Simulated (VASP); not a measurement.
Energy against volume of KI (rock salt). Level of theory: r2SCAN meta-GGA, VASP's PBE PAW potentials (set 64) (plane waves; VASP). Settings: 520 eV cut-off, 7×7×7 Γ-centred mesh, Gaussian smearing of 0.050 eV, potentials K_sv I.

| V (Å³/atom) | E (eV/atom) |
|---|---|
| 43.200 | -16.99016 |
| 44.536 | -16.99217 |
| 45.872 | -16.99103 |
| 47.208 | -16.98725 |

Question: Fit these four points and predict the energy of the run at 41.864 Å³/atom.

Answer: A cubic in V^(−2/3), the third-order Birch-Murnaghan form, passes through the four points with V0 = 44.68 Å³/atom and B0 = 12 GPa, and gives -16.9844 eV/atom there. The run gave -16.9844 eV/atom, +0.0 meV/atom from the fit; all five points give B0 = 12 GPa.

The compound is KI in the rock salt structure. It was relaxed first.
